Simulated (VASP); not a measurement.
Take CuI (zinc blende), without spin-orbit terms, in VASP with PAW potentials, and its band gap.

Q: One run gives 1.25 eV. Which level is it?
A) rev-vdW-DF2 (own cell)
B) SCAN (own cell)
C) PBE (own cell)
D) AM05 (own cell)

A: D, AM05 (own cell).  The others give 1.12 (PBE (own cell)), 1.11 (rev-vdW-DF2 (own cell)), 1.57 (SCAN (own cell)).

Only levels that ran to the end are used. Left out are those held back, those with too coarse a band path, GW runs whose mesh misses a band edge, hybrids' fits of cells that aren't cubic and levels without matching references; a question may draw on a part of the rest.

The compound is CuI in the zinc blende structure.
